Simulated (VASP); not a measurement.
Given:

```yaml
crystal:
  lattice:
    - [0.00000, 2.98055, 2.98055]
    - [2.98055, 0.00000, 2.98055]
    - [2.98055, 2.98055, 0.00000]
  atoms:
    - { symbol: Li, position: [0.25000, 0.25000, 0.25000] }
    - { symbol: Li, position: [0.75000, 0.75000, 0.75000] }
    - { symbol: Se, position: [0.00000, 0.00000, 0.00000] }
```

Computed with r2SCAN+rVV10, VASP's PBE PAW potentials (set 64) (plane waves; VASP). Run with 520 eV cut-off, 7×7×7 Γ-centred mesh, tetrahedra with Blöchl corrections, potentials Li_sv Se.

**Question.** Give the energies of bands 4 to 9 at the high-symmetry points, in eV from the valence-band maximum.

**Answer.** 
```tsv
band	Γ	X	U	L	W
4	0.00	-2.31	-2.15	-2.98	-1.94
5	0.00	-1.49	-2.10	-0.54	-1.94
6	0.00	-1.49	-1.21	-0.54	-1.81
7	4.17	3.38	4.59	6.01	5.58
8	6.29	7.01	8.09	6.57	7.18
9	6.29	11.43	9.42	6.57	8.95
```

The gap is indirect, 3.38 eV, from the valence maximum at Γ to the conduction minimum at X.

The compound is Li2Se in the antifluorite structure. It was relaxed first.
